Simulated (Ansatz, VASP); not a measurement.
ZrCdF4: VASP beside Ansatz

The input INCAR:

```
PREC = Accurate
ENCUT = 600
EDIFF = 1E-6
ISMEAR = 0
SIGMA = 0.1
LREAL = False
LASPH = True
NELM = 100
ALGO = Normal
ISIF = 3
LWAVE = False
LCHARG = False
GGA = PE
IBRION = 2
NSW = 100
EDIFFG = -0.01
```

KPOINTS

```
regular mesh
0
Gamma
  10 10 6
```

File POSCAR:

```
ZrCdF4
1.0
    3.9981757218      0.0000000000      0.0000000000
    0.0000000000      3.9981757218      0.0000000000
    0.0000000000      0.0000000000      7.2312268403
Zr Cd F
1 1 4
Direct
    0.5000000000      0.5000000000      0.5000000000
    0.0000000000      0.0000000000      0.0000000000
    0.0000000000      0.0000000000      0.6640655207
    0.5000000000      0.0000000000      0.0000000000
    0.0000000000      0.5000000000      0.0000000000
    0.0000000000      0.0000000000      0.3359344793
```

Input for Ansatz:

```yaml
crystal:
  lattice:
    - [3.9981757218, 0.0, 0.0]
    - [0.0, 3.9981757218, 0.0]
    - [0.0, 0.0, 7.2312268403]
  atoms:
    - { symbol: Zr, position: [0.5, 0.5, 0.5] }
    - { symbol: Cd, position: [0.0, 0.0, 0.0] }
    - { symbol: F, position: [0.0, 0.0, 0.6640655207] }
    - { symbol: F, position: [0.5, 0.0, 0.0] }
    - { symbol: F, position: [0.0, 0.5, 0.0] }
    - { symbol: F, position: [0.0, 0.0, 0.3359344793] }
basis:
  ecutwfc: 420
kpoints:
  mp_grid: { grid: [10, 10, 6] }
hamiltonian:
  xc: pbe
scf:
  occupations: { method: gaussian, width: 0.1 }
output:
  forces: true
  stress: true
  eigenvalues: true
  write_density: true
  write_potential: true
  elf: true
  volumetric_format: npy
relax:
  adjacent_minimum: "off"
  f_tol: 0.01
  max_steps: 80
  cell: { stress_tol: 0.05 }
```

Alike in both runs: task relaxation of cell and atoms; functional PBE; k mesh 10 × 10 × 6; occupations gaussian, width 0.1 eV; no spin polarisation.

```csv
,VASP,Ansatz
version,VASP 6.6.1,Ansatz 0.2.0
potentials or method,"VASP PAW PBE potentials, release 64 (Zr_sv, Cd, F)","scalar-relativistic, plane waves, PAW"
plane-wave cutoff (eV),600,420
valence electrons in the cell,52,60
```

VASP gave:

- gap on the k mesh at the Fermi level, each at its own relaxed structure (eV): none
- relaxed volume (Å³/atom): 19.53
- relaxed cell length with the largest relative difference (Å): 4.022

Task: Which values does Ansatz return?

Result: gap on the k mesh at the Fermi level, each at its own relaxed structure (eV): none; relaxed volume (Å³/atom): 19.41; relaxed cell length with the largest relative difference (Å): 3.999.

A gap of «none» marks a metal or a gap that the smearing closes. The two sets of potentials don't hold the same shells in valence.
